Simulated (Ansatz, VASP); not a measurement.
# Re (Rhenium) in two plane-wave programs, part 2 of 2

Wanted: the spread between two codes on one cell, functional and k mesh. The structure shown is the end of the Ansatz relaxation below.

VASP 6.6.1 and Ansatz 0.2.0.

So far: The structure; Ansatz: relaxation, PBEsol; VASP: single point, PBEsol, pair 1; Differences.

## (6) VASP: single point, PBEsol, pair 2

Level of this step: PBEsol; plane waves and PAW (Re) (VASP).

The same cell, functional, mesh and smearing now go to VASP, with its own data sets.

The input, INCAR:

```
SYSTEM = Re
PREC = Accurate
ENCUT = 600
EDIFF = 1E-06
NELM = 120
ISMEAR = 1
SIGMA = 0.2
LREAL = .FALSE.
ALGO = Normal
GGA = PS
NBANDS = 13
LASPH = .TRUE.
LORBIT = 11
LWAVE = .FALSE.
LCHARG = .FALSE.
ISIF = 2
GGA_COMPAT = .FALSE.
KPAR = 2
```

The input, POSCAR:

```
Re
1.0
    2.7658631263      0.0000000000      0.0000000000
   -1.3829315631      2.3953077308      0.0000000000
    0.0000000000      0.0000000000      4.3525288028
Re
2
Direct
    0.3333333349      0.6666666651      0.2500000000
    0.6666666651      0.3333333349      0.7500000000
```

The input, KPOINTS:

```
Automatic mesh
0
Gamma
18 18 12
0 0 0
```

Potentials, in the order of the species: Re (PBE family, release 64).

On the command line:

```bash
$ mpirun -np 2 vasp_std
```

Numbers of over 12 decimals in the logs are rounded to 6 here.

The log of the run:

```text
[banner, memory and clock lines left out]
running    2 mpi-ranks, on    1 nodes
[...]
[... a notice as in an earlier step ...]

 LDA part: xc-table for (Slater+PW92), standard interpolation
 POSCAR, INCAR and KPOINTS ok, starting setup
[...]
entering main loop
       N       E                     dE             d eps       ncg     rms          rms(c)
DAV:   1     0.312962951973E+02    0.31296E+02   -0.73656E+03 12678   0.146E+03
DAV:   2    -0.252910053508E+02   -0.56587E+02   -0.47783E+02 11275   0.333E+02
DAV:   3    -0.281382284025E+02   -0.28472E+01   -0.25349E+01 11779   0.982E+01
DAV:   4    -0.281917573102E+02   -0.53529E-01   -0.51569E-01 10606   0.706E+00
[...]
DAV:   9    -0.267163022109E+02    0.90131E-03   -0.44792E-04 12039   0.220E-01    0.464E-02
DAV:  10    -0.267163024266E+02   -0.21567E-06   -0.59359E-05 11208   0.998E-02    0.163E-02
DAV:  11    -0.267163030247E+02   -0.59813E-06   -0.19117E-07  6762   0.184E-02
   1 F= -.26716303E+02 E0= -.26716290E+02  d E =-.386388E-04
```

Parts of OUTCAR (step 6):

```text
  Total        0.0508336      0.0508336      2.1755585      0.0000000     -0.0000000     -0.0000000
  in kB        2.8244126      2.8244126    120.8781174      0.0000000     -0.0000000     -0.0000000
  external PRESSURE =      42.1756475 kB  Pullay stress =       0.0000000 kB

 POSITION                                       TOTAL-FORCE (eV/Angst)
 -----------------------------------------------------------------------------------
      0.00000      1.59687      1.08813        -0.000000      0.000000      0.000000
      1.38293      0.79844      3.26440         0.000000      0.000000      0.000000
 -----------------------------------------------------------------------------------
    total drift:                               -0.000000      0.000000     -0.000000

  FREE ENERGIE OF THE ION-ELECTRON SYSTEM (eV)
  ---------------------------------------------------
  free  energy   TOTEN  =       -26.7163030247 eV

  energy  without entropy=      -26.7162643859  energy(sigma->0) =      -26.71629015

[... 1 part as in an earlier step ...]

[... 2 further parts left out ...]
[key lines of the parts left out:]
E-fermi :   7.9289
```

The run ends at a pressure of 4.22 GPa.

## (7) Differences

What differs besides the data sets and the points named for the pairs above, as far as they apply: the data sets hold 30 valence electrons in Ansatz (on its PAW soft_1 files) and 14 in VASP. Total energies have different zeros and are not compared.

Both answers:

| quantity | Ansatz | VASP | difference |
| --- | --- | --- | --- |
| pressure (GPa) | 4.02 | 4.22 | -0.20 |

## (8) Ansatz: relaxation, PBEsol

This run makes the geometry at which the two programs are then compared. The cell compared in this pair holds 28.96 Å³, against 28.84 Å³ for the pair before.

The structure compared here is the end of the Ansatz relaxation.

The input, input.yaml:

```yaml
crystal:
  lattice:
    - [2.7507534329, 0.0, 0.0]
    - [-1.3753767164, 2.3822223524, 0.0]
    - [0.0, 0.0, 4.396942362]
  atoms:
    - { symbol: Re, position: [0.3333333333, 0.6666666667, 0.25] }
    - { symbol: Re, position: [0.6666666667, 0.3333333333, 0.75] }
kpoints:
  mp_grid: { grid: [18, 18, 12] }
hamiltonian:
  xc: pbesol
  pseudopotentials: { kind: paw, azcp: { folder: soft_1 }, xc_functional: pbe }
scf:
  occupations: { method: methfessel_paxton, width: 0.2 }
output:
  forces: true
  stress: true
  eigenvalues: true
relax:
  adjacent_minimum: "off"
  f_tol: 0.001
  max_steps: 60
  cell: { stress_tol: 0.01, fix: [c, angles] }
```

On the command line:

```bash
$ ansatz run input.yaml --threads 4 --pin off --max-ram 10240MiB --backend cpu --events-out ev --progress --plain --runs-dir out
```

The log of the run:

```text
[...]
Crystal: 2 atoms, lattice volume = 28.813 Å³
Basis set: ecut = 420 eV, 573 PW (Γ), exchange–correlation on 40×40×60 points (8 copies of the dense FFT grid, shifted against one another)
Bands: 19, of which v1, the nominal top of the filled ones, is band 15 counted from 1 (14 counted from 0)
Symmetry: 8 space group operations
k-points: 637 of 3888
[...]
k-point 636: bands = [... 11 lower, 20.1670, 24.6420, 24.6420, 25.2473, 25.2473, 28.6333, 28.6333, 29.2228]
--- Relaxed structure (4 steps of the walk, 3 accepted, 1 SCFs on fresh bases) ---
[...]
cell:  # Å, volume = 28.9640 Å³
    - [2.757962, -2.8943223187114198e-11, 0.0]
    - [-1.378981, 2.388465, 0.0]
    - [0.0, 0.0, 4.396942362]
  atoms:
    - { symbol: Re, position: [0.333333, 0.666667, 0.250000] }
    - { symbol: Re, position: [0.666667, 0.333333, 0.75] }
[key lines of the parts left out:]
SCF converged after 5 iterations
Free energy (F): -21476.748344 eV
Fermi energy:    24.274702 eV
P = ⅓ Tr σ = 1.9975 GPa (19.975 kbar)
```

## (9) VASP: single point, PBEsol, pair 3

The same cell, functional, mesh and smearing now go to VASP, with its own data sets.

INCAR is that of step 6.

The input, POSCAR:

```
Re
1.0
    2.7579615623      0.0000000000      0.0000000000
   -1.3789807811      2.3884647757      0.0000000000
    0.0000000000      0.0000000000      4.3969423620
Re
2
Direct
    0.3333333304      0.6666666696      0.2500000000
    0.6666666696      0.3333333304      0.7500000000
```

KPOINTS is that of step 6.

On the command line:

```bash
$ mpirun -np 2 vasp_std
```

The log of the run:

```text
[... set-up lines as in an earlier step ...]
 entering main loop
       N       E                     dE             d eps       ncg     rms          rms(c)
DAV:   1     0.300833574245E+02    0.30083E+02   -0.73313E+03 12704   0.146E+03
DAV:   2    -0.253359253466E+02   -0.55419E+02   -0.46956E+02 11316   0.331E+02
DAV:   3    -0.281732682954E+02   -0.28373E+01   -0.25391E+01 11753   0.979E+01
DAV:   4    -0.282246170972E+02   -0.51349E-01   -0.50029E-01 10625   0.691E+00
[...]
DAV:   9    -0.267326839493E+02    0.10105E-02   -0.51044E-04 12038   0.236E-01    0.442E-02
DAV:  10    -0.267326881365E+02   -0.41872E-05   -0.57078E-05 11180   0.987E-02    0.170E-02
DAV:  11    -0.267326888043E+02   -0.66778E-06   -0.18838E-07  6748   0.179E-02
   1 F= -.26732689E+02 E0= -.26732792E+02  d E =0.308772E-03
```

Parts of OUTCAR (step 9):

```text
  Total        0.0389309      0.0389309      1.0867834      0.0000000      0.0000000     -0.0000000
  in kB        2.1535131      2.1535131     60.1167838      0.0000000      0.0000000     -0.0000000
  external PRESSURE =      21.4746033 kB  Pullay stress =       0.0000000 kB

 POSITION                                       TOTAL-FORCE (eV/Angst)
 -----------------------------------------------------------------------------------
     -0.00000      1.59231      1.09924        -0.000000      0.000000      0.000000
      1.37898      0.79615      3.29771         0.000000      0.000000      0.000000
 -----------------------------------------------------------------------------------
    total drift:                                0.000000     -0.000000     -0.000000

  FREE ENERGIE OF THE ION-ELECTRON SYSTEM (eV)
  ---------------------------------------------------
  free  energy   TOTEN  =       -26.7326888043 eV

  energy  without entropy=      -26.7329975765  energy(sigma->0) =      -26.73279173

[... 1 part as in an earlier step ...]

[... 2 further parts left out ...]
[key lines of the parts left out:]
E-fermi :   7.8865
```

The run ends at a pressure of 2.15 GPa.

## (10) Comparison

What differs besides the data sets and the points named for the pairs above, as far as they apply: the data sets hold 30 valence electrons in Ansatz (on its PAW soft_1 files) and 14 in VASP. Total energies have different zeros and are not compared.

The two programs side by side:

| quantity | Ansatz | VASP | difference |
| --- | --- | --- | --- |
| pressure (GPa) | 2.00 | 2.15 | -0.15 |

## (11) Outcome

```json
{"difference in pressure (single point, PBEsol, pair 1)": "-0.28 GPa", "difference in pressure (single point, PBEsol, pair 2)": "-0.20 GPa", "difference in pressure (single point, PBEsol, pair 3)": "-0.15 GPa"}
```

**Reading.** The difference in pressure is -0.28 GPa (single point, PBEsol, pair 1), within the 1 GPa picked in this series as the mark of a large difference. The data sets hold unlike numbers of valence electrons (30 in Ansatz and 14 in VASP), so part of the differences comes from the potentials. 2 further runs of this series are not shown here. Such differences can come from data sets, numerical settings and the points named under the comparisons, not from the functional's error against experiment.

[Lines on the potential files, build, host, timing and source positions are cut from VASP's logs without a mark.]

[Logs are printed without paths, hosts, clocks, repeated set-up lines and the standing remarks that a program may print on its own settings, such as how far it seeks lower states.]

[Hosts, paths, dates, database ids (printed as entryN), source tags and the programs' standing remarks are cut or masked in the printed files.]
